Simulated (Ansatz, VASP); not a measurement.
# SnO2 (Cassiterite) in two plane-wave programs

Aim: how closely do two programs agree when they are given the same cell, functional and k mesh? The two relaxations start from unlike cells of this crystal (the structure described is Ansatz's start), so only their ends are compared.

Method: plane waves, with VASP 6.6.1 beside it; relaxation of cell and atoms at PBE, in Ansatz 0.2.0.

## (1) The starting structure

The structure is tetragonal, space group P4_2/mnm (No. 136). The conventional cell has a = 4.722 Å, b = 4.722 Å, c = 3.190 Å, α = 90.00°, β = 90.00°, γ = 90.00°. Sn has 6 O at 2.04 to 2.05 Å nearest. Nearest to O lie 3 Sn at 2.04 to 2.05 Å. Farther neighbours and most contacts between anions are not listed.

As a file:

```cif
data_structure
_symmetry_space_group_name_H-M 'P4_2/mnm'
_symmetry_Int_Tables_number 136
_cell_length_a 4.7223
_cell_length_b 4.7223
_cell_length_c 3.1905
_cell_angle_alpha 90.000
_cell_angle_beta 90.000
_cell_angle_gamma 90.000
_cell_volume 71.15
loop_
_atom_site_label
_atom_site_type_symbol
_atom_site_symmetry_multiplicity
_atom_site_Wyckoff_symbol
_atom_site_fract_x
_atom_site_fract_y
_atom_site_fract_z
_atom_site_occupancy
Sn1 Sn 2 a 0.00000 0.00000 0.00000 1
O1 O 4 f 0.30607 0.30607 0.00000 1
```

## (2) Ansatz: relaxation of cell and atoms, PBE

Ansatz runs on its default PAW (the set named soft_2) files.

The relaxed volume is the usual yardstick between codes: in a stiff, nearly cubic crystal its relative difference is about their pressure difference at one cell divided by the bulk modulus.

input.yaml

```yaml
crystal:
  lattice:
    - [4.7222782512, 0.0, 0.0]
    - [0.0, 4.7222782512, 0.0]
    - [0.0, 0.0, 3.1904916623]
  atoms:
    - { symbol: Sn, position: [0.0, 0.0, 0.0] }
    - { symbol: Sn, position: [0.5, 0.5, 0.5] }
    - { symbol: O, position: [0.3060686103, 0.3060686103, 0.0] }
    - { symbol: O, position: [0.1939313897, 0.8060686103, 0.5] }
    - { symbol: O, position: [0.6939313897, 0.6939313897, 0.0] }
    - { symbol: O, position: [0.8060686103, 0.1939313897, 0.5] }
kpoints:
  mp_grid: { grid: [8, 8, 12] }
hamiltonian:
  xc: pbe
scf:
  occupations: { method: fixed }
output:
  forces: true
  stress: true
  eigenvalues: true
relax:
  adjacent_minimum: "off"
  f_tol: 0.001
  max_steps: 60
  cell: { stress_tol: 0.01 }
```

Run with:

```bash
$ ansatz run input.yaml --threads 8 --pin off --max-ram 16384MiB --backend cpu --events-out ev --progress --plain --runs-dir out
```

Numbers of over 12 decimals in the logs are rounded to 6 here.

What it wrote:

```text
Engine: ansatz 0.2.0, aarch64-unknown-linux-gnu
Pseudopotentials: kind: paw
Pseudopotential: Sn, paw, valence charge 14, recommended cutoff 420 eV (normal), Sn.paw.azcp
Pseudopotential: O, paw, valence charge 6, recommended cutoff 420 eV (normal), O.paw.azcp
Functional definition: PBE
  parameter kappa = 0.804
  parameter beta = 0.066725
  exchange = pbe_x(kappa = kappa, mu = beta*pi^2/3)
  correlation = pbe_c(beta = beta)
Crystal: 6 atoms, lattice volume = 71.148 Å³
Basis set: ecut = 420 eV, 1411 PW (Γ), exchange–correlation on 64×64×48 points (8 copies of the dense FFT grid, shifted against one another)
Bands: 32, of which v1, the nominal top of the filled ones, is band 26 counted from 1 (25 counted from 0)
Symmetry: 16 space group operations
Space group: P42/mnm (ITA 136), of the structure as read, at distance tolerance 4.1e-5 Å
k-points: 105 of 768
Non-local potential: Sn, projectors of the file, l = 0: 2, l = 1: 2, l = 2: 2, l = 3: 2
Non-local potential: O, projectors of the file, l = 0: 2, l = 1: 2, l = 2: 1
PAW form: soft (Blöchl's): semilocal exchange-correlation on the pseudo side does not see the compensation charge
PAW one-centre angular grid: Sn, 590 points (default); XC on 64 Gauss nodes
PAW one-centre angular grid: O, 110 points (default); XC on 64 Gauss nodes
Initial density: superposition of atomic densities (neutral atoms: chi_scale 0, normalization atom), corrected by the library's trained network
Initial wavefunctions: pseudopotential atomic-orbital guess
Functional: x = pbe(κ = 0.804, μ = 0.219515), c = pbe(β = 0.066725)
SCF iter   1: F=—  HF=-14317.817827 eV  |F-HF|=—  |Δ(HF+E_count)|=         —  Δρ=1.10e-3  dr2=2.80e-4  ethr=1.77e-3  ⟨swp⟩=4.5  Hψ=12633  notcnv=0  defer=418
preconditioner: auto → Resta (q_TF=auto, 2.589 Å⁻¹)  ε∞=3.6  [insulator: Δε(μ)=1.308 eV  Ē_g=19.797 eV  n_scr=18 (ndim 8)  ℏωp=31.7 eV  f_vac=0.024  ε∞_Penn≈3.6]
SCF iter   2: F=—  HF=-14317.819970 eV  |F-HF|=—  |Δ(HF+E_count)|=   2.14e-3  Δρ=5.87e-4  dr2=7.48e-5  ethr=5.39e-7  ⟨swp⟩=2.9  Hψ=7592  notcnv=0  defer=420
SCF iter   3: F=—  HF=-14317.820237 eV  |F-HF|=—  |Δ(HF+E_count)|=   2.67e-4  Δρ=1.98e-4  dr2=1.83e-5  ethr=1.44e-7  ⟨swp⟩=3.0  Hψ=5857  notcnv=0  defer=416
SCF iter   4: F=—  HF=-14317.820255 eV  |F-HF|=—  |Δ(HF+E_count)|=   1.87e-5  Δρ=4.42e-5  dr2=7.70e-7  ethr=3.53e-8  ⟨swp⟩=2.0  Hψ=4440  notcnv=0  defer=420
iter 5 did not close the SCF: its close was put off for the readings that it lacked (scf_convergence_deferred on its scf_iter line)
SCF iter   5: F=-14317.820257 eV  HF=-14317.820256 eV  |F-HF|=2.22e-7  |Δ(HF+E_count)|=   1.03e-6  Δρ=1.53e-5  dr2=8.81e-8  ethr=1.48e-9  ⟨swp⟩=2.0  Hψ=5438  notcnv=0  defer=420
SCF iter   6: F=-14317.820257 eV  HF=-14317.820257 eV  |F-HF|=7.17e-9  |Δ(HF+E_count)|=   2.37e-7  Δρ=3.30e-6  dr2=4.08e-9  ethr=1.69e-10  ⟨swp⟩=8.8  Hψ=18041  notcnv=0
SCF 1 converged in 6 iterations: F = -14317.820257 eV  dr2 = 4.08e-9
  greatest PAW one-centre occupation: 0.996 electrons in one spin orbital (limit 2), on the Sn atom at site 1 (counted from 0), in its partial waves of l = 2
relax step   1: F+E_penalty+E_count = -14317.82025663 eV  Δ(F+E_penalty+E_count) = +0.000e0 eV  max|allowed force component| = 7.415e-2 eV/Å  Δτ_max = 0.0000 Å  P = +11.924 GPa  Ω = 71.148 Å³  (6 SCF iters, dr2 threshold 1.00e-7 eV, accepted)
[...]
relax step  10: F+E_penalty+E_count = -14317.96940131 eV  Δ(F+E_penalty+E_count) = -1.306e-3 eV  max|allowed force component| = 1.778e-4 eV/Å  Δτ_max = 0.0000 Å  P = +0.011 GPa  Ω = 75.460 Å³  stress off target by 1.67e-2 GPa  SCF on the basis re-selected at this cell (its energy is not comparable with the rows above)  (6 SCF iters)
[...]
relax step  11: F+E_penalty+E_count = -14317.96936980 eV  Δ(F+E_penalty+E_count) = +3.151e-5 eV  max|allowed force component| = 7.012e-5 eV/Å  Δτ_max = 0.0000 Å  P = +0.000 GPa  Ω = 75.466 Å³  energy of the carried Pulay correction = -3.202e-5 eV  (4 SCF iters, dr2 threshold 6.99e-10 eV, accepted)
[...]
relax step  12: F+E_penalty+E_count = -14317.96940326 eV  Δ(F+E_penalty+E_count) = -3.346e-5 eV  max|allowed force component| = 6.019e-5 eV/Å  Δτ_max = 0.0000 Å  P = +0.001 GPa  Ω = 75.466 Å³  stress off target by 7.54e-4 GPa  SCF on the basis re-selected at this cell (its energy is not comparable with the rows above)  (5 SCF iters)
basis re-selected at this cell: Δ(F+E_penalty+E_count) = -3.346e-5 eV, ΔP = +0.000 GPa vs the last step (what re-selecting the basis moved, of the pressure what is left beyond the Pulay correction that the steps carried, after the strain that the cell walked since its last selection, with what the two solves' SCF thresholds leave and, on support functions, any second-order correction that the steps lacked; it is no m [...]
SCF converged after 5 iterations
Free energy (F): -14317.969403 eV
Harris-Foulkes:  -14317.969403 eV  (|F-HF|=1.09e-11)
Internal energy: -14317.969403 eV  (E = F + TS)
E sigma→0 (E₀):  -14317.969403 eV
Fermi energy:    8.741079 eV
--- Per-component energies (eV) ---
  E_band       = -154.756022
  E_kinetic    = 1077.986083
  E_local      = -2963.657625  (includes V_loc(G=0)·N_el)
  E_nonlocal   = 133.834253
  E_hartree    = 1523.985421
  E_xc         = -1053.239613
  E_vxc        = -561.653669  (∫ρ·V_xc dr)
  E_paw        = -8928.348277  (= ΣΔE_a)
  E_vpaw       = -889.245802  (= ΣTr[D̂ρ^β])
  E_aug_tail   = 0.009864  (compensation charges beyond the density's cutoff)
  E_ewald      = -4108.539509
  E_smearing   = -0.000000  (= −TS)
  E_closure    = -0.000000  (closes the sum)
  Σ components = -14317.969403   (vs F -14317.969403, Δ=0.00e0)
--- Forces (eV/Å), atoms counted from 1 ---
  atom   1  Sn    -0.00000000    -0.00000000     0.00000000
  atom   2  Sn     0.00000000     0.00000000     0.00000000
  atom   3  O     -0.00006019    -0.00006019     0.00000000
  atom   4  O      0.00006019    -0.00006019     0.00000000
  atom   5  O      0.00006019     0.00006019     0.00000000
  atom   6  O     -0.00006019     0.00006019     0.00000000
  max |Σ_I F_I| component: 1.73e-18 eV/Å
--- Stress (GPa, compression-positive) ---
        0.000754       0.000000       0.000000
        0.000000       0.000754       0.000000
        0.000000       0.000000       0.000450
  P = ⅓ Tr σ = 0.0007 GPa (0.007 kbar)
--- Band table (eV; the first three rows and the last of 105) ---
  k-point 0: bands = [... 22 lower, 7.4916, 8.0051, 8.0051, 8.7411, 9.4213, 14.4454, 14.8203, 14.8203, ... 2 higher]
  k-point 1: bands = [... 22 lower, 7.2287, 8.0276, 8.0276, 8.6884, 9.9468, 14.5798, 15.1113, 15.1113, ... 2 higher]
  k-point 2: bands = [... 22 lower, 6.6398, 8.0131, 8.0131, 8.5335, 10.9621, 14.8784, 15.8582, 15.8582, ... 2 higher]
  k-point 104: bands = [... 22 lower, 7.8268, 7.8268, 7.9634, 7.9634, 13.1047, 13.1047, 17.3670, 17.3670, ... 2 higher]
--- Relaxed structure (9 steps of the walk, 9 accepted, 3 SCFs on fresh bases) ---
  F+E_penalty+E_count = -14317.96940326 eV   max|allowed force component| = 6.019e-5 eV/Å   (the final SCF, on the basis selected at the relaxed cell)
  cell:  # Å, volume = 75.4658 Å³
    - [4.827520, 0, 0.0]
    - [0, 4.827520, 0.0]
    - [0.0, 0.0, 3.238187]
  atoms:
    - { symbol: Sn, position: [0, 0, 0.0] }
    - { symbol: Sn, position: [0.5, 0.5, 0.500000] }
    - { symbol: O, position: [0.306579, 0.306579, 0.0] }
    - { symbol: O, position: [0.193421, 0.806579, 0.500000] }
    - { symbol: O, position: [0.693421, 0.693421, 0.0] }
    - { symbol: O, position: [0.806579, 0.193421, 0.500000] }
```

In the SCF lines HF is the Harris–Foulkes energy and dr2 the Hartree energy of the density residual, in eV; the loop may stop once dr2 is under the threshold and the program's other checks hold. Hψ counts applications of the Hamiltonian.

## (3) VASP: relaxation of cell and atoms, PBE

Its own start cell and the same functional and mesh now go to VASP, with its own data sets.

Lines of VASP's logs that name or quote its potential files are left out, and so is its time.

INCAR

```
SYSTEM = SnO2
PREC = Accurate
ENCUT = 600
EDIFF = 1E-07
NELM = 120
ISMEAR = 0
SIGMA = 0.01
LREAL = .FALSE.
ALGO = Normal
GGA = PE
NBANDS = 32
LORBIT = 11
LWAVE = .FALSE.
LCHARG = .FALSE.
ISIF = 3
IBRION = 2
NSW = 80
EDIFFG = -0.005
LASPH = .TRUE.
GGA_COMPAT = .FALSE.
NELMIN = 4
EFERMI = MIDGAP
KPAR = 2
```

POSCAR

```
SnO2
1.0
    4.8305950868      0.0000000000      0.0000000000
    0.0000000000      4.8305950868      0.0000000000
    0.0000000000      0.0000000000      3.2421525425
Sn O
2 4
Direct
    0.0000000000      0.0000000000      0.0000000000
    0.5000000000      0.5000000000      0.5000000000
    0.3065331141      0.3065331141      0.0000000000
    0.1934668859      0.8065331141      0.5000000000
    0.6934668859      0.6934668859      0.0000000000
    0.8065331141      0.1934668859      0.5000000000
```

KPOINTS

```
Automatic mesh
0
Gamma
8 8 12
0 0 0
```

The projector-augmented-wave data sets are Sn_d and O (PBE family, release 64).

Run with:

```bash
$ mpirun -np 2 vasp_std
```

What it wrote:

```text
[banner, memory and clock lines left out]
running    2 mpi-ranks, on    1 nodes
 distrk:  each k-point on    1 cores,    2 groups
 distr:  one band on    1 cores,    1 groups

 POSCAR found type information on POSCAR SnO
 POSCAR found :  2 types and       6 ions
 LDA part: xc-table for (Slater+PW92), standard interpolation
 POSCAR, INCAR and KPOINTS ok, starting setup
 FFT: planning ... GRIDC
 FFT: planning ... GRID_SOFT
 FFT: planning ... GRID
 WAVECAR not read
 entering main loop
       N       E                     dE             d eps       ncg     rms          rms(c)
DAV:   1     0.674547660029E+03    0.67455E+03   -0.28582E+04  7320   0.272E+03
DAV:   2     0.619528629469E+02   -0.61259E+03   -0.58766E+03  7472   0.718E+02
DAV:   3    -0.380943917437E+02   -0.10005E+03   -0.98566E+02  7680   0.230E+02
DAV:   4    -0.432883420518E+02   -0.51940E+01   -0.51697E+01  8160   0.577E+01
DAV:   5    -0.434448294572E+02   -0.15649E+00   -0.15642E+00  8320   0.103E+01    0.156E+01
DAV:   6    -0.372495845073E+02    0.61952E+01   -0.23030E+01 11016   0.703E+01    0.581E+00
DAV:   7    -0.373526123804E+02   -0.10303E+00   -0.20510E+00  7704   0.840E+00    0.321E+00
DAV:   8    -0.373325972411E+02    0.20015E-01   -0.27190E-01 10192   0.476E+00    0.750E-01
DAV:   9    -0.373202007410E+02    0.12397E-01   -0.65046E-02 10728   0.348E+00    0.133E-01
DAV:  10    -0.373210131139E+02   -0.81237E-03   -0.50642E-03  9336   0.667E-01    0.441E-02
DAV:  11    -0.373210904150E+02   -0.77301E-04   -0.26486E-04 10640   0.171E-01    0.213E-02
DAV:  12    -0.373210946188E+02   -0.42038E-05   -0.24891E-05  8440   0.327E-02    0.161E-02
DAV:  13    -0.373210901436E+02    0.44752E-05   -0.17110E-05  9480   0.545E-02    0.276E-03
DAV:  14    -0.373210905850E+02   -0.44135E-06   -0.12556E-06  9576   0.946E-03    0.128E-03
DAV:  15    -0.373210906924E+02   -0.10741E-06   -0.33221E-08  5496   0.144E-03    0.363E-04
DAV:  16    -0.373210906962E+02   -0.38481E-08   -0.97411E-09  4880   0.783E-04
   1 F= -.37321091E+02 E0= -.37321091E+02  d E =-.373211E+02
 curvature:   0.00 expect dE= 0.000E+00 dE for cont linesearch  0.000E+00
 trial: gam= 0.00000 g(F)=  0.307E-08 g(S)=  0.211E-04 ort = 0.000E+00 (trialstep = 0.100E+01)
 search vector abs. value=  0.211E-04
 bond charge predicted
       N       E                     dE             d eps       ncg     rms          rms(c)
DAV:   1    -0.373212857352E+02   -0.19504E-03   -0.47783E-03  8696   0.105E+00    0.949E-02
DAV:   2    -0.373211241406E+02    0.16159E-03   -0.44114E-04  9408   0.233E-01    0.331E-02
DAV:   3    -0.373210936741E+02    0.30467E-04   -0.57674E-05  9648   0.171E-01    0.105E-02
DAV:   4    -0.373210909020E+02    0.27720E-05   -0.11226E-05  9656   0.759E-02    0.183E-03
DAV:   5    -0.373210917990E+02   -0.89701E-06   -0.28847E-06  8376   0.147E-02    0.910E-04
DAV:   6    -0.373210924311E+02   -0.63204E-06   -0.11075E-07  4960   0.340E-03    0.382E-04
DAV:   7    -0.373210925052E+02   -0.74135E-07   -0.16661E-08  4472   0.188E-03
   2 F= -.37321093E+02 E0= -.37321093E+02  d E =-.180900E-05
 trial-energy change:   -0.000002  1 .order    0.000000   -0.000021    0.000021
 step:   0.5643(harm=  0.4968)  dis= 0.00000  next Energy=   -37.321097 (dE=-0.631E-05)
 bond charge predicted
       N       E                     dE             d eps       ncg     rms          rms(c)
DAV:   1    -0.373211348805E+02   -0.42449E-04   -0.90398E-04  8624   0.459E-01    0.413E-02
DAV:   2    -0.373211046925E+02    0.30188E-04   -0.83577E-05  9352   0.101E-01    0.144E-02
DAV:   3    -0.373210990537E+02    0.56388E-05   -0.10911E-05  9552   0.741E-02    0.458E-03
DAV:   4    -0.373210976369E+02    0.14168E-05   -0.19312E-06  8232   0.331E-02    0.699E-04
DAV:   5    -0.373210971811E+02    0.45578E-06   -0.70578E-07  7088   0.760E-03    0.314E-04
DAV:   6    -0.373210969260E+02    0.25507E-06   -0.19181E-08  4224   0.130E-03    0.151E-04
DAV:   7    -0.373210969063E+02    0.19763E-07   -0.35654E-09  4072   0.104E-03
   3 F= -.37321097E+02 E0= -.37321097E+02  d E =-.621007E-05
 curvature:  -0.24 expect dE=-0.399E-06 dE for cont linesearch -0.710E-07
 trial: gam= 0.00000 g(F)=  0.319E-06 g(S)=  0.132E-05 ort =-0.248E-05 (trialstep = 0.913E+00)
 search vector abs. value=  0.164E-05
 reached required accuracy - stopping structural energy minimisation
```

[end of part 1 of 2]

[Lines on the potential files, build, host, timing and source positions are cut from VASP's logs without a mark.]

[Logs are printed without paths, hosts, clocks, repeated set-up lines and the standing remarks that a program may print on its own settings, such as how far it seeks lower states.]

[Hosts, paths, dates, database ids (printed as entryN), source tags and the programs' standing remarks are cut or masked in the printed files.]
